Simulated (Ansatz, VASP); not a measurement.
# Ge (Germanium): VASP beside Ansatz, part 2 of 5

Wanted: the spread between two codes on one cell, functional and k mesh. The structure shown is the start of the Ansatz relaxation below; VASP solves that cell, so the two are compared at the walk's first step.

VASP 6.6.1 and Ansatz 0.2.0.

So far: Starting point; Ansatz: relaxation, PBEsol.

**3. VASP: single point, PBEsol, start cell, pair 1**

Level of this step: PBEsol; plane waves and PAW (Ge_d) (VASP).

The same cell, functional, mesh and smearing now go to VASP, with its own data sets.

Lines of VASP's logs that name or quote its potential files are left out, and so is its time.

Contents of INCAR:

```
SYSTEM = Ge
PREC = Accurate
ENCUT = 410
EDIFF = 1E-06
NELM = 120
ISMEAR = 0
SIGMA = 0.015
LREAL = .FALSE.
ALGO = Normal
GGA = PS
NBANDS = 20
LORBIT = 11
LWAVE = .FALSE.
LCHARG = .FALSE.
ISIF = 2
ISYM = 2
LASPH = .TRUE.
GGA_COMPAT = .FALSE.
KPAR = 2
```

Contents of POSCAR:

```
Ge
1.0
   -0.0189180000      2.8472310000      2.8472310000
    2.8472310000     -0.0189180000      2.8472310000
    2.8472310000      2.8472310000     -0.0189180000
Ge
2
Direct
    0.4999723375      0.4999723375      0.4999723375
    0.7500278387      0.7500278387      0.7500278387
```

Contents of KPOINTS:

```
Points of the shifted mesh
1728
Reciprocal
 0.0416666667  0.0416666667  0.0416666667 1
 0.0416666667  0.0416666667  0.1250000000 1
 0.0416666667  0.0416666667  0.2083333333 1
 0.0416666667  0.0416666667  0.2916666667 1
 0.0416666667  0.0416666667  0.3750000000 1
 0.0416666667  0.0416666667  0.4583333333 1
 0.0416666667  0.0416666667  0.5416666667 1
 0.0416666667  0.0416666667  0.6250000000 1
 0.0416666667  0.0416666667  0.7083333333 1
 0.0416666667  0.0416666667  0.7916666667 1
 0.0416666667  0.0416666667  0.8750000000 1
 0.0416666667  0.0416666667  0.9583333333 1
 0.0416666667  0.1250000000  0.0416666667 1
 0.0416666667  0.1250000000  0.1250000000 1
 0.0416666667  0.1250000000  0.2083333333 1
 0.0416666667  0.1250000000  0.2916666667 1
 0.0416666667  0.1250000000  0.3750000000 1
 0.0416666667  0.1250000000  0.4583333333 1
 0.0416666667  0.1250000000  0.5416666667 1
 0.0416666667  0.1250000000  0.6250000000 1
 0.0416666667  0.1250000000  0.7083333333 1
 0.0416666667  0.1250000000  0.7916666667 1
 0.0416666667  0.1250000000  0.8750000000 1
 0.0416666667  0.1250000000  0.9583333333 1
 0.0416666667  0.2083333333  0.0416666667 1
 0.0416666667  0.2083333333  0.1250000000 1
 0.0416666667  0.2083333333  0.2083333333 1
 0.0416666667  0.2083333333  0.2916666667 1
 0.0416666667  0.2083333333  0.3750000000 1
 0.0416666667  0.2083333333  0.4583333333 1
 0.0416666667  0.2083333333  0.5416666667 1
 0.0416666667  0.2083333333  0.6250000000 1
 0.0416666667  0.2083333333  0.7083333333 1
 0.0416666667  0.2083333333  0.7916666667 1
 0.0416666667  0.2083333333  0.8750000000 1
 0.0416666667  0.2083333333  0.9583333333 1
 0.0416666667  0.2916666667  0.0416666667 1
 0.0416666667  0.2916666667  0.1250000000 1
 0.0416666667  0.2916666667  0.2083333333 1
 0.0416666667  0.2916666667  0.2916666667 1
 0.0416666667  0.2916666667  0.3750000000 1
 0.0416666667  0.2916666667  0.4583333333 1
 0.0416666667  0.2916666667  0.5416666667 1
 0.0416666667  0.2916666667  0.6250000000 1
 0.0416666667  0.2916666667  0.7083333333 1
 0.0416666667  0.2916666667  0.7916666667 1
 0.0416666667  0.2916666667  0.8750000000 1
 0.0416666667  0.2916666667  0.9583333333 1
 0.0416666667  0.3750000000  0.0416666667 1
 0.0416666667  0.3750000000  0.1250000000 1
 0.0416666667  0.3750000000  0.2083333333 1
 0.0416666667  0.3750000000  0.2916666667 1
 0.0416666667  0.3750000000  0.3750000000 1
 0.0416666667  0.3750000000  0.4583333333 1
 0.0416666667  0.3750000000  0.5416666667 1
 0.0416666667  0.3750000000  0.6250000000 1
 0.0416666667  0.3750000000  0.7083333333 1
 0.0416666667  0.3750000000  0.7916666667 1
 0.0416666667  0.3750000000  0.8750000000 1
 0.0416666667  0.3750000000  0.9583333333 1
 0.0416666667  0.4583333333  0.0416666667 1
 0.0416666667  0.4583333333  0.1250000000 1
 0.0416666667  0.4583333333  0.2083333333 1
 0.0416666667  0.4583333333  0.2916666667 1
 0.0416666667  0.4583333333  0.3750000000 1
 0.0416666667  0.4583333333  0.4583333333 1
 0.0416666667  0.4583333333  0.5416666667 1
 0.0416666667  0.4583333333  0.6250000000 1
 0.0416666667  0.4583333333  0.7083333333 1
 0.0416666667  0.4583333333  0.7916666667 1
 0.0416666667  0.4583333333  0.8750000000 1
 0.0416666667  0.4583333333  0.9583333333 1
 0.0416666667  0.5416666667  0.0416666667 1
 0.0416666667  0.5416666667  0.1250000000 1
 0.0416666667  0.5416666667  0.2083333333 1
 0.0416666667  0.5416666667  0.2916666667 1
 0.0416666667  0.5416666667  0.3750000000 1
 0.0416666667  0.5416666667  0.4583333333 1
 0.0416666667  0.5416666667  0.5416666667 1
 0.0416666667  0.5416666667  0.6250000000 1
 0.0416666667  0.5416666667  0.7083333333 1
 0.0416666667  0.5416666667  0.7916666667 1
 0.0416666667  0.5416666667  0.8750000000 1
 0.0416666667  0.5416666667  0.9583333333 1
 0.0416666667  0.6250000000  0.0416666667 1
 0.0416666667  0.6250000000  0.1250000000 1
 0.0416666667  0.6250000000  0.2083333333 1
 0.0416666667  0.6250000000  0.2916666667 1
 0.0416666667  0.6250000000  0.3750000000 1
 0.0416666667  0.6250000000  0.4583333333 1
 0.0416666667  0.6250000000  0.5416666667 1
 0.0416666667  0.6250000000  0.6250000000 1
 0.0416666667  0.6250000000  0.7083333333 1
 0.0416666667  0.6250000000  0.7916666667 1
 0.0416666667  0.6250000000  0.8750000000 1
 0.0416666667  0.6250000000  0.9583333333 1
 0.0416666667  0.7083333333  0.0416666667 1
 0.0416666667  0.7083333333  0.1250000000 1
 0.0416666667  0.7083333333  0.2083333333 1
 0.0416666667  0.7083333333  0.2916666667 1
 0.0416666667  0.7083333333  0.3750000000 1
 0.0416666667  0.7083333333  0.4583333333 1
 0.0416666667  0.7083333333  0.5416666667 1
 0.0416666667  0.7083333333  0.6250000000 1
 0.0416666667  0.7083333333  0.7083333333 1
 0.0416666667  0.7083333333  0.7916666667 1
 0.0416666667  0.7083333333  0.8750000000 1
 0.0416666667  0.7083333333  0.9583333333 1
 0.0416666667  0.7916666667  0.0416666667 1
 0.0416666667  0.7916666667  0.1250000000 1
 0.0416666667  0.7916666667  0.2083333333 1
 0.0416666667  0.7916666667  0.2916666667 1
[... 1390 lines left out ...]
 0.8750000000  0.4583333333  0.1250000000 1
 0.8750000000  0.4583333333  0.2083333333 1
 0.8750000000  0.4583333333  0.2916666667 1
 0.8750000000  0.4583333333  0.3750000000 1
 0.8750000000  0.4583333333  0.4583333333 1
 0.8750000000  0.4583333333  0.5416666667 1
 0.8750000000  0.4583333333  0.6250000000 1
 0.8750000000  0.4583333333  0.7083333333 1
 0.8750000000  0.4583333333  0.7916666667 1
 0.8750000000  0.4583333333  0.8750000000 1
 0.8750000000  0.4583333333  0.9583333333 1
 0.8750000000  0.5416666667  0.0416666667 1
 0.8750000000  0.5416666667  0.1250000000 1
 0.8750000000  0.5416666667  0.2083333333 1
 0.8750000000  0.5416666667  0.2916666667 1
 0.8750000000  0.5416666667  0.3750000000 1
 0.8750000000  0.5416666667  0.4583333333 1
 0.8750000000  0.5416666667  0.5416666667 1
 0.8750000000  0.5416666667  0.6250000000 1
 0.8750000000  0.5416666667  0.7083333333 1
 0.8750000000  0.5416666667  0.7916666667 1
 0.8750000000  0.5416666667  0.8750000000 1
 0.8750000000  0.5416666667  0.9583333333 1
 0.8750000000  0.6250000000  0.0416666667 1
 0.8750000000  0.6250000000  0.1250000000 1
 0.8750000000  0.6250000000  0.2083333333 1
 0.8750000000  0.6250000000  0.2916666667 1
 0.8750000000  0.6250000000  0.3750000000 1
 0.8750000000  0.6250000000  0.4583333333 1
 0.8750000000  0.6250000000  0.5416666667 1
 0.8750000000  0.6250000000  0.6250000000 1
 0.8750000000  0.6250000000  0.7083333333 1
 0.8750000000  0.6250000000  0.7916666667 1
 0.8750000000  0.6250000000  0.8750000000 1
 0.8750000000  0.6250000000  0.9583333333 1
 0.8750000000  0.7083333333  0.0416666667 1
 0.8750000000  0.7083333333  0.1250000000 1
 0.8750000000  0.7083333333  0.2083333333 1
 0.8750000000  0.7083333333  0.2916666667 1
 0.8750000000  0.7083333333  0.3750000000 1
 0.8750000000  0.7083333333  0.4583333333 1
 0.8750000000  0.7083333333  0.5416666667 1
 0.8750000000  0.7083333333  0.6250000000 1
 0.8750000000  0.7083333333  0.7083333333 1
 0.8750000000  0.7083333333  0.7916666667 1
 0.8750000000  0.7083333333  0.8750000000 1
 0.8750000000  0.7083333333  0.9583333333 1
 0.8750000000  0.7916666667  0.0416666667 1
 0.8750000000  0.7916666667  0.1250000000 1
 0.8750000000  0.7916666667  0.2083333333 1
 0.8750000000  0.7916666667  0.2916666667 1
 0.8750000000  0.7916666667  0.3750000000 1
 0.8750000000  0.7916666667  0.4583333333 1
 0.8750000000  0.7916666667  0.5416666667 1
 0.8750000000  0.7916666667  0.6250000000 1
 0.8750000000  0.7916666667  0.7083333333 1
 0.8750000000  0.7916666667  0.7916666667 1
 0.8750000000  0.7916666667  0.8750000000 1
 0.8750000000  0.7916666667  0.9583333333 1
 0.8750000000  0.8750000000  0.0416666667 1
 0.8750000000  0.8750000000  0.1250000000 1
 0.8750000000  0.8750000000  0.2083333333 1
 0.8750000000  0.8750000000  0.2916666667 1
 0.8750000000  0.8750000000  0.3750000000 1
 0.8750000000  0.8750000000  0.4583333333 1
 0.8750000000  0.8750000000  0.5416666667 1
 0.8750000000  0.8750000000  0.6250000000 1
 0.8750000000  0.8750000000  0.7083333333 1
 0.8750000000  0.8750000000  0.7916666667 1
 0.8750000000  0.8750000000  0.8750000000 1
 0.8750000000  0.8750000000  0.9583333333 1
 0.8750000000  0.9583333333  0.0416666667 1
 0.8750000000  0.9583333333  0.1250000000 1
 0.8750000000  0.9583333333  0.2083333333 1
 0.8750000000  0.9583333333  0.2916666667 1
 0.8750000000  0.9583333333  0.3750000000 1
 0.8750000000  0.9583333333  0.4583333333 1
 0.8750000000  0.9583333333  0.5416666667 1
 0.8750000000  0.9583333333  0.6250000000 1
 0.8750000000  0.9583333333  0.7083333333 1
 0.8750000000  0.9583333333  0.7916666667 1
 0.8750000000  0.9583333333  0.8750000000 1
 0.8750000000  0.9583333333  0.9583333333 1
 0.9583333333  0.0416666667  0.0416666667 1
 0.9583333333  0.0416666667  0.1250000000 1
 0.9583333333  0.0416666667  0.2083333333 1
 0.9583333333  0.0416666667  0.2916666667 1
 0.9583333333  0.0416666667  0.3750000000 1
 0.9583333333  0.0416666667  0.4583333333 1
 0.9583333333  0.0416666667  0.5416666667 1
 0.9583333333  0.0416666667  0.6250000000 1
 0.9583333333  0.0416666667  0.7083333333 1
 0.9583333333  0.0416666667  0.7916666667 1
 0.9583333333  0.0416666667  0.8750000000 1
 0.9583333333  0.0416666667  0.9583333333 1
 0.9583333333  0.1250000000  0.0416666667 1
 0.9583333333  0.1250000000  0.1250000000 1
 0.9583333333  0.1250000000  0.2083333333 1
 0.9583333333  0.1250000000  0.2916666667 1
 0.9583333333  0.1250000000  0.3750000000 1
 0.9583333333  0.1250000000  0.4583333333 1
 0.9583333333  0.1250000000  0.5416666667 1
 0.9583333333  0.1250000000  0.6250000000 1
 0.9583333333  0.1250000000  0.7083333333 1
 0.9583333333  0.1250000000  0.7916666667 1
 0.9583333333  0.1250000000  0.8750000000 1
 0.9583333333  0.1250000000  0.9583333333 1
 0.9583333333  0.2083333333  0.0416666667 1
 0.9583333333  0.2083333333  0.1250000000 1
 0.9583333333  0.2083333333  0.2083333333 1
 0.9583333333  0.2083333333  0.2916666667 1
 0.9583333333  0.2083333333  0.3750000000 1
 0.9583333333  0.2083333333  0.4583333333 1
 0.9583333333  0.2083333333  0.5416666667 1
 0.9583333333  0.2083333333  0.6250000000 1
 0.9583333333  0.2083333333  0.7083333333 1
 0.9583333333  0.2083333333  0.7916666667 1
 0.9583333333  0.2083333333  0.8750000000 1
 0.9583333333  0.2083333333  0.9583333333 1
 0.9583333333  0.2916666667  0.0416666667 1
 0.9583333333  0.2916666667  0.1250000000 1
 0.9583333333  0.2916666667  0.2083333333 1
 0.9583333333  0.2916666667  0.2916666667 1
 0.9583333333  0.2916666667  0.3750000000 1
 0.9583333333  0.2916666667  0.4583333333 1
 0.9583333333  0.2916666667  0.5416666667 1
 0.9583333333  0.2916666667  0.6250000000 1
 0.9583333333  0.2916666667  0.7083333333 1
 0.9583333333  0.2916666667  0.7916666667 1
 0.9583333333  0.2916666667  0.8750000000 1
 0.9583333333  0.2916666667  0.9583333333 1
 0.9583333333  0.3750000000  0.0416666667 1
 0.9583333333  0.3750000000  0.1250000000 1
 0.9583333333  0.3750000000  0.2083333333 1
 0.9583333333  0.3750000000  0.2916666667 1
 0.9583333333  0.3750000000  0.3750000000 1
 0.9583333333  0.3750000000  0.4583333333 1
 0.9583333333  0.3750000000  0.5416666667 1
 0.9583333333  0.3750000000  0.6250000000 1
 0.9583333333  0.3750000000  0.7083333333 1
 0.9583333333  0.3750000000  0.7916666667 1
 0.9583333333  0.3750000000  0.8750000000 1
 0.9583333333  0.3750000000  0.9583333333 1
 0.9583333333  0.4583333333  0.0416666667 1
 0.9583333333  0.4583333333  0.1250000000 1
 0.9583333333  0.4583333333  0.2083333333 1
 0.9583333333  0.4583333333  0.2916666667 1
 0.9583333333  0.4583333333  0.3750000000 1
 0.9583333333  0.4583333333  0.4583333333 1
 0.9583333333  0.4583333333  0.5416666667 1
 0.9583333333  0.4583333333  0.6250000000 1
 0.9583333333  0.4583333333  0.7083333333 1
 0.9583333333  0.4583333333  0.7916666667 1
 0.9583333333  0.4583333333  0.8750000000 1
 0.9583333333  0.4583333333  0.9583333333 1
 0.9583333333  0.5416666667  0.0416666667 1
 0.9583333333  0.5416666667  0.1250000000 1
 0.9583333333  0.5416666667  0.2083333333 1
 0.9583333333  0.5416666667  0.2916666667 1
 0.9583333333  0.5416666667  0.3750000000 1
 0.9583333333  0.5416666667  0.4583333333 1
 0.9583333333  0.5416666667  0.5416666667 1
 0.9583333333  0.5416666667  0.6250000000 1
 0.9583333333  0.5416666667  0.7083333333 1
 0.9583333333  0.5416666667  0.7916666667 1
 0.9583333333  0.5416666667  0.8750000000 1
 0.9583333333  0.5416666667  0.9583333333 1
 0.9583333333  0.6250000000  0.0416666667 1
 0.9583333333  0.6250000000  0.1250000000 1
 0.9583333333  0.6250000000  0.2083333333 1
 0.9583333333  0.6250000000  0.2916666667 1
 0.9583333333  0.6250000000  0.3750000000 1
 0.9583333333  0.6250000000  0.4583333333 1
 0.9583333333  0.6250000000  0.5416666667 1
 0.9583333333  0.6250000000  0.6250000000 1
 0.9583333333  0.6250000000  0.7083333333 1
 0.9583333333  0.6250000000  0.7916666667 1
 0.9583333333  0.6250000000  0.8750000000 1
 0.9583333333  0.6250000000  0.9583333333 1
 0.9583333333  0.7083333333  0.0416666667 1
 0.9583333333  0.7083333333  0.1250000000 1
 0.9583333333  0.7083333333  0.2083333333 1
 0.9583333333  0.7083333333  0.2916666667 1
 0.9583333333  0.7083333333  0.3750000000 1
 0.9583333333  0.7083333333  0.4583333333 1
 0.9583333333  0.7083333333  0.5416666667 1
 0.9583333333  0.7083333333  0.6250000000 1
 0.9583333333  0.7083333333  0.7083333333 1
 0.9583333333  0.7083333333  0.7916666667 1
 0.9583333333  0.7083333333  0.8750000000 1
 0.9583333333  0.7083333333  0.9583333333 1
 0.9583333333  0.7916666667  0.0416666667 1
 0.9583333333  0.7916666667  0.1250000000 1
 0.9583333333  0.7916666667  0.2083333333 1
 0.9583333333  0.7916666667  0.2916666667 1
 0.9583333333  0.7916666667  0.3750000000 1
 0.9583333333  0.7916666667  0.4583333333 1
 0.9583333333  0.7916666667  0.5416666667 1
 0.9583333333  0.7916666667  0.6250000000 1
 0.9583333333  0.7916666667  0.7083333333 1
 0.9583333333  0.7916666667  0.7916666667 1
 0.9583333333  0.7916666667  0.8750000000 1
 0.9583333333  0.7916666667  0.9583333333 1
 0.9583333333  0.8750000000  0.0416666667 1
 0.9583333333  0.8750000000  0.1250000000 1
 0.9583333333  0.8750000000  0.2083333333 1
 0.9583333333  0.8750000000  0.2916666667 1
 0.9583333333  0.8750000000  0.3750000000 1
 0.9583333333  0.8750000000  0.4583333333 1
 0.9583333333  0.8750000000  0.5416666667 1
 0.9583333333  0.8750000000  0.6250000000 1
 0.9583333333  0.8750000000  0.7083333333 1
 0.9583333333  0.8750000000  0.7916666667 1
 0.9583333333  0.8750000000  0.8750000000 1
 0.9583333333  0.8750000000  0.9583333333 1
 0.9583333333  0.9583333333  0.0416666667 1
 0.9583333333  0.9583333333  0.1250000000 1
 0.9583333333  0.9583333333  0.2083333333 1
 0.9583333333  0.9583333333  0.2916666667 1
 0.9583333333  0.9583333333  0.3750000000 1
 0.9583333333  0.9583333333  0.4583333333 1
 0.9583333333  0.9583333333  0.5416666667 1
 0.9583333333  0.9583333333  0.6250000000 1
 0.9583333333  0.9583333333  0.7083333333 1
 0.9583333333  0.9583333333  0.7916666667 1
 0.9583333333  0.9583333333  0.8750000000 1
 0.9583333333  0.9583333333  0.9583333333 1
```

Potentials, in the order of the species: Ge_d (PBE family, release 64).

Command:

```sh
$ mpirun -np 2 vasp_std
```

What it wrote:

```text
[banner, memory and clock lines left out]
running    2 mpi-ranks, on    1 nodes
 distrk:  each k-point on    1 cores,    2 groups
 distr:  one band on    1 cores,    1 groups

 POSCAR found type information on POSCAR Ge
 POSCAR found :  1 types and       2 ions
|                                                                             |
|               ----> ADVICE to this user running VASP <----                  |
|                                                                             |
|     You enforced a specific xc type in the INCAR file but a different       |
|     [... a line on the potential file left out ...]
|     I HOPE YOU KNOW WHAT YOU ARE DOING!                                     |
|                                                                             |

 LDA part: xc-table for (Slater+PW92), standard interpolation
 POSCAR, INCAR and KPOINTS ok, starting setup
 FFT: planning ... GRIDC
 FFT: planning ... GRID_SOFT
 FFT: planning ... GRID
 WAVECAR not read
 entering main loop
       N       E                     dE             d eps       ncg     rms          rms(c)
DAV:   1     0.171433391760E+03    0.17143E+03   -0.13284E+04 74448   0.336E+03
DAV:   2     0.138865369231E+02   -0.15755E+03   -0.15356E+03 69344   0.538E+02
DAV:   3    -0.928068836183E+01   -0.23167E+02   -0.23030E+02 78172   0.138E+02
DAV:   4    -0.999570021235E+01   -0.71501E+00   -0.71459E+00 77672   0.288E+01
DAV:   5    -0.100073752568E+02   -0.11675E-01   -0.11675E-01 77648   0.397E+00    0.313E+00
DAV:   6    -0.991304138885E+01    0.94334E-01   -0.34345E-02 91840   0.237E+00    0.178E+00
DAV:   7    -0.986792514703E+01    0.45116E-01   -0.56203E-02 72932   0.249E+00    0.153E-01
DAV:   8    -0.986888146466E+01   -0.95632E-03   -0.67831E-03 77648   0.119E+00    0.506E-02
DAV:   9    -0.986899218120E+01   -0.11072E-03   -0.24863E-04 78420   0.225E-01    0.111E-02
DAV:  10    -0.986900789317E+01   -0.15712E-04   -0.22029E-05 80672   0.382E-02    0.537E-03
DAV:  11    -0.986900885577E+01   -0.96260E-06   -0.42196E-06 79740   0.302E-02
   1 F= -.98690089E+01 E0= -.98690016E+01  d E =-.145531E-04
```

(Continued in part 3 of 5.)

[Lines on the potential files, build, host, timing and source positions are cut from VASP's logs without a mark.]

[Logs are printed without paths, hosts, clocks, repeated set-up lines and the standing remarks that a program may print on its own settings, such as how far it seeks lower states.]

[Hosts, paths, dates, database ids (printed as entryN), source tags and the programs' standing remarks are cut or masked in the printed files.]
